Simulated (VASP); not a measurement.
Level of theory: LDA (Ceperley-Alder, Perdew-Zunger), VASP's LDA PAW potentials (set 64) (plane waves; VASP).

VASP ran on this input.

POSCAR:
```
Ge
1.0
  0.0000000000   2.8290000000   2.8290000000
  2.8290000000   0.0000000000   2.8290000000
  2.8290000000   2.8290000000   0.0000000000
Ge
2
Cartesian
  0.0000000000   0.0000000000   0.0000000000
  1.4145000000   1.4145000000   1.4145000000
```

File KPOINTS:
```
Automatic
0
gamma
7 7 7
0 0 0
```

**INCAR**
```
# general
SYSTEM   =  Ge
PREC     =  Accurate
ENCUT    =  520   # plane-wave cut-off (eV)
LREAL    =  F
LASPH    =  T   # aspherical one-centre terms

# electronic loop
EDIFF    =  1E-6   # SCF stop (eV)
NELM     =  100
ALGO     =  Normal   # blocked Davidson
LMAXMIX  =  4

# smearing
ISMEAR   =  0
SIGMA    =  0.05

# ions
IBRION   =  2   # conjugate gradients
NSW      =  60   # most ionic steps
ISIF     =  3   # ions, shape and volume
EDIFFG   =  -0.01   # ionic stop

# output
LWAVE    =  F
LCHARG   =  F
```

POTCAR, in this order: Ge_d (LDA.64 set). Program: vasp_std.

The resulting files:

### OUTCAR
```
 ion  position               nearest neighbor table
   1  0.000  0.000  0.000-   2 2.45   2 2.45   2 2.45   2 2.45
   2  0.250  0.250  0.250-   1 2.45   1 2.45   1 2.45   1 2.45
  LATTYP: Found a face centered cubic cell.
 ALAT       =     5.6580000000
 Subroutine PRICEL returns:
 Original cell was already a primitive cell.
 Subroutine GETGRP returns: Found 48 space group operations
The static configuration has the point symmetry T_d .
 The point group associated with its full space group is O_h .
The dynamic configuration has the point symmetry T_d .
 Subroutine INISYM returns: Found 48 space group operations
 Subroutine IBZKPT returns following result:
 Found     20 irreducible k-points:

 Following reciprocal coordinates:
            Coordinates               Weight
  0.000000  0.000000  0.000000      1.000000
  0.142857  0.000000  0.000000      8.000000
  0.285714  0.000000  0.000000      8.000000
  0.428571  0.000000  0.000000      8.000000
  0.142857  0.142857  0.000000      6.000000
  0.285714  0.142857  0.000000     24.000000
  0.428571  0.142857  0.000000     24.000000
 -0.428571  0.142857  0.000000     24.000000
 -0.285714  0.142857  0.000000     24.000000
 -0.142857  0.142857  0.000000     12.000000
  0.285714  0.285714  0.000000      6.000000
  0.428571  0.285714  0.000000     24.000000
 -0.428571  0.285714  0.000000     24.000000
 -0.285714  0.285714  0.000000     12.000000
  0.428571  0.428571  0.000000      6.000000
 -0.428571  0.428571  0.000000     12.000000
  0.428571  0.285714  0.142857     24.000000
 -0.428571  0.285714  0.142857     48.000000
 -0.428571  0.428571  0.142857     24.000000
 -0.285714  0.428571  0.142857     24.000000
   k-points           NKPTS =     20   k-points in BZ     NKDIM =     20   number of bands    NBANDS=     18
   number of dos      NEDOS =    301   number of ions     NIONS =      2
   total plane-waves  NPLWV =  27000
...
```

**OSZICAR**
```
       N       E                     dE             d eps       ncg     rms          rms(c)
DAV:   1     0.163004332941E+03    0.16300E+03   -0.15450E+04   730   0.420E+03
DAV:   2     0.102076382364E+02   -0.15280E+03   -0.15024E+03   720   0.532E+02
DAV:   3    -0.993287248129E+01   -0.20141E+02   -0.19984E+02   800   0.146E+02
DAV:   4    -0.105338081781E+02   -0.60094E+00   -0.59941E+00   814   0.288E+01
DAV:   5    -0.105435831755E+02   -0.97750E-02   -0.97730E-02   796   0.386E+00    0.330E+00
DAV:   6    -0.104260787265E+02    0.11750E+00   -0.43887E-02   760   0.190E+00    0.190E+00
DAV:   7    -0.103657198803E+02    0.60359E-01   -0.96055E-02   752   0.234E+00    0.142E-01
DAV:   8    -0.103663729825E+02   -0.65310E-03   -0.52659E-03   800   0.949E-01    0.474E-02
DAV:   9    -0.103663994495E+02   -0.26467E-04   -0.11500E-04   890   0.134E-01    0.160E-02
DAV:  10    -0.103663958845E+02    0.35650E-05   -0.13280E-05   940   0.557E-02    0.483E-03
DAV:  11    -0.103663955920E+02    0.29249E-06   -0.13176E-06   526   0.921E-03
   1 F= -.10366396E+02 E0= -.10366271E+02  d E =-.103664E+02
       N       E                     dE             d eps       ncg     rms          rms(c)
DAV:   1    -0.105420699927E+02   -0.17567E+00   -0.23479E+00   952   0.309E+01    0.246E+00
DAV:   2    -0.104125703249E+02    0.12950E+00   -0.18710E-01   934   0.925E+00    0.120E+00
DAV:   3    -0.103720939653E+02    0.40476E-01   -0.63643E-02   940   0.469E+00    0.309E-01
DAV:   4    -0.103691144242E+02    0.29795E-02   -0.76793E-03   922   0.181E+00    0.642E-02
DAV:   5    -0.103690175185E+02    0.96906E-04   -0.59327E-04   818   0.485E-01    0.444E-02
DAV:   6    -0.103690141102E+02    0.34083E-05   -0.34355E-05   906   0.119E-01    0.209E-03
DAV:   7    -0.103690141902E+02   -0.79970E-07   -0.13814E-06   438   0.194E-02
   2 F= -.10369014E+02 E0= -.10368930E+02  d E =-.261860E-02
       N       E                     dE             d eps       ncg     rms          rms(c)
DAV:   1    -0.103767039931E+02   -0.76899E-02   -0.10392E-01   952   0.678E+00    0.503E-01
DAV:   2    -0.103711619503E+02    0.55420E-02   -0.77695E-03   932   0.184E+00    0.249E-01
DAV:   3    -0.103694132200E+02    0.17487E-02   -0.29185E-03   942   0.100E+00    0.606E-02
DAV:   4    -0.103692869920E+02    0.12623E-03   -0.35095E-04   922   0.393E-01    0.128E-02
DAV:   5    -0.103692840016E+02    0.29905E-05   -0.29998E-05   810   0.110E-01    0.962E-03
DAV:   6    -0.103692837165E+02    0.28509E-06   -0.19860E-06   428   0.310E-02
   3 F= -.10369284E+02 E0= -.10369159E+02  d E =-.288812E-02
```

### OUTCAR
```
------------------------ aborting loop because EDIFF is reached ----------------------------------------
  FORCE on cell =-STRESS in cart. coord.  units (eV):
  Direction    XX          YY          ZZ          XY          YZ          ZX
  --------------------------------------------------------------------------------------
  Total        0.0062325      0.0062325      0.0062325     -0.0000000      0.0000000     -0.0000000
  in kB        0.2246434      0.2246434      0.2246434     -0.0000000      0.0000000     -0.0000000
  external PRESSURE =       0.2246434 kB  Pullay stress =       0.0000000 kB
  volume of cell :       44.45
      direct lattice vectors                 reciprocal lattice vectors
    -0.000000000  2.811578780  2.811578780    -0.177836027  0.177836027  0.177836027
     2.811578780 -0.000000000  2.811578780     0.177836027 -0.177836027  0.177836027
     2.811578780  2.811578780  0.000000000     0.177836027  0.177836027 -0.177836027
 POSITION                                       TOTAL-FORCE (eV/Angst)
 -----------------------------------------------------------------------------------
      0.00000      0.00000      0.00000         0.000000      0.000000      0.000000
      1.40579      1.40579      1.40579        -0.000000     -0.000000     -0.000000
 -----------------------------------------------------------------------------------
    total drift:                                0.000000      0.000000      0.000000
  FREE ENERGIE OF THE ION-ELECTRON SYSTEM (eV)
  ---------------------------------------------------
  free  energy   TOTEN  =       -10.3692837165 eV

  energy  without entropy=      -10.3690343180  energy(sigma->0) =      -10.36915902

 reached required accuracy - stopping structural energy minimisation
```
(Selected blocks of OUTCAR.)

CONTCAR:
```
Ge
   1.00000000000000
    -0.0000000000000000    2.8115787800959589    2.8115787800959589
     2.8115787800959589   -0.0000000000000000    2.8115787800959589
     2.8115787800959589    2.8115787800959589    0.0000000000000000
  Ge
     2
Direct
     0.0000000000000000    0.0000000000000000    0.0000000000000000
     0.2500000000000000    0.2500000000000000    0.2500000000000000
```

The compound is Ge in the diamond structure. This run relaxes it. Symmetry was kept, so distortions that lower it aren't found.
